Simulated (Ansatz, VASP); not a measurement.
**One calculation of MgZrNb (a cell with a defect), two programs**

The input INCAR:

```
SYSTEM = MgZrNb
  PREC = Accurate
  ENCUT = 520
  EDIFF = 1E-6
  ISMEAR = -1
  SIGMA = 0.0816
  LREAL = .FALSE.
  LASPH = .TRUE.
  NELM = 60
  ALGO = Normal
  ISIF = 2
  LWAVE = .FALSE.
  LCHARG = .FALSE.
  GGA = PS
  NBANDS = 20
```

The input KPOINTS:

```
regular mesh
0
G
  9 9 9
  0 0 0
```

Contents of POSCAR:

```
MgZrNb
1.0
    1.6165239216      0.9333005213      7.7765134945
   -1.6165239216      0.9333005213      7.7765134945
    0.0000000000     -1.8666010426      7.7765134945
Mg Nb Zr
1 1 1
Direct
    0.0000000000      0.0000000000      0.0000000000
    0.2194267700      0.2194267700      0.2194267700
    0.7805732300      0.7805732300      0.7805732300
```

Input for Ansatz:

```yaml
crystal:
  lattice:
    - [1.6165239216, 0.9333005213, 7.7765134945]
    - [-1.6165239216, 0.9333005213, 7.7765134945]
    - [0.0, -1.8666010426, 7.7765134945]
  atoms:
    - { symbol: Mg, position: [0.0, 0.0, 0.0] }
    - { symbol: Nb, position: [0.21942677, 0.21942677, 0.21942677] }
    - { symbol: Zr, position: [0.78057323, 0.78057323, 0.78057323] }
kpoints:
  mp_grid: { grid: [9, 9, 9] }
scf:
  occupations: { method: fermi_dirac, width: 0.0816 }
hamiltonian:
  xc: pbesol
  pseudopotentials: { kind: all_electron, lapw: { basis_error: 0.001 } }
output:
  forces: true
  stress: true
  eigenvalues: true
```

Alike in both runs: task single point; functional PBEsol; k mesh 9 × 9 × 9; occupations fermi-dirac, width 0.0816 eV; no spin polarisation.

|  | VASP | Ansatz |
| --- | --- | --- |
| version | VASP 6.6.1 | Ansatz 0.2.0 |
| potentials or method | VASP PAW PBE potentials, release 64 (Mg, Nb_sv, Zr_sv) | all-electron LAPW, scalar-relativistic |
| plane-wave cutoff (eV) | 520 | see its input |

|  | VASP | Ansatz | Ansatz less VASP |
| --- | --- | --- | --- |
| pressure (GPa) | -10.2 | -10.2 | +0.06 |
| largest component of the traceless stress (GPa) | 2.39 | 2.40 | +0.002 |
| rms of the force components (eV/Å) | 0.255 | 0.254 | -0.0013 |

Atom by atom the forces differ by 0.002 eV/Å (rms over components). Ansatz ran all-electron here, so the differences hold the error of VASP's frozen core and of both bases.

Caveats: the PAW data sets were made with another functional, which shifts forces and pressure a little (VASP).
